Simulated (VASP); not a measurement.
Given:

```
BeS
1.0
    3.41578     0.00000     0.00000
   -1.70789     2.95815     0.00000
    0.00000     0.00000     5.62296
Be S
2 2
Direct
  0.33333   0.66667   0.00033
  0.66667   0.33333   0.50033
  0.33333   0.66667   0.37467
  0.66667   0.33333   0.87467
```

All values below come from PBEsol GGA, VASP's PBE PAW potentials (set 64) (plane waves; VASP). Numerical set-up: 500 eV cut-off, 8×8×4 Γ-centred mesh, Gaussian smearing of 0.050 eV, potentials Be S.

Task: Estimate the energy per atom (σ→0).

Result: 
```
Quantity                       Result
---------------------  --------------
energy per atom (σ→0)  -5.276 eV/atom
```

Only differences to runs with the same potentials and settings are physical.

The structure was generated: BeS was put into the wurtzite type (P6_3mc), which need not be its known phase. It was relaxed first, which changed the volume by +14 %.
